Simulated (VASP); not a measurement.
Wanted: the native input for a VASP 6.6.1 run.

```yaml
Task: single point
Functional: PBE
Potentials_or_basis: VASP PAW PBE potentials, release 64 (Be, Li_sv)
Cutoff: 520 eV
k_mesh: 5 × 5 × 1
Occupations: gaussian, width 0.1 eV
Spin: no spin polarisation
Dipole_correction: no
Further_INCAR_settings: LREAL = Auto; ALGO = Fast; EDIFF = 1e-06; NBANDS = 32
```

The structure of LiBe16 lies in POSCAR:

```
LiBe16
1.0
    4.5800000000      0.0000000000      0.0000000000
    2.2900000000      3.9663960000      0.0000000000
    0.0000000000      0.0000000000     18.3826450000
Be Li
16 1
Direct
   -0.1666666667      0.3333333333      0.0543990813
    0.3333333333      0.3333333333      0.0543990813
   -0.1666666667      0.8333333333      0.0543990813
    0.3333333333      0.8333333333      0.0543990813
    0.0001065364     -0.0003257365      0.1555936591
    0.5000952212      0.0000012606      0.1561662100
    0.0001552639      0.5002082495      0.1556448487
    0.4997124536      0.5001139574      0.1555415448
   -0.1663310838      0.3333285431      0.2558061150
    0.3337544748      0.3322093911      0.2557418152
   -0.1678058507      0.8338335355      0.2558754739
    0.3338107580      0.8339522831      0.2556094077
   -0.0008358605      0.0016402800      0.3536017260
    0.4997895197      0.0000000000      0.3613272192
   -0.0006231031      0.4993898743      0.3541502325
    0.5020166097      0.4989811910      0.3530453316
    0.1795220561      0.6668078528      0.4631918856
```

The cell was built by a generator and needn't be a form met in nature.

One way to write it, as run:

INCAR

```
SYSTEM = LiBe16
PREC = Accurate ; ENCUT = 520
EDIFF = 1E-6 ; ISMEAR = 0
SIGMA = 0.1 ; LREAL = Auto
LASPH = .TRUE. ; NELM = 100
ALGO = Fast ; ISIF = 2
LWAVE = .FALSE. ; LCHARG = .FALSE.
GGA = PE ; NBANDS = 32
```

KPOINTS

```
Automatic mesh
0
G
  5 5 1
  0 0 0
```

Potentials or basis: VASP PAW PBE potentials, release 64 (Be, Li_sv).

Launch:

```console
$ cat potpaw_PBE.64/Be/POTCAR potpaw_PBE.64/Li_sv/POTCAR > POTCAR
$ mpirun -np 1 vasp_std > vasp.out
```

Results of the run:

| Property | Result |
| --- | --- |
| Largest force | 0.034 eV/Å |
| Band gap on the k mesh | none (metal or under the smearing width) |

Run time: 4.2 min on 1 thread of Intel(R) Xeon(R) Platinum 8488C (Sapphire Rapids), on a shared host, peak memory 0.44 GiB.
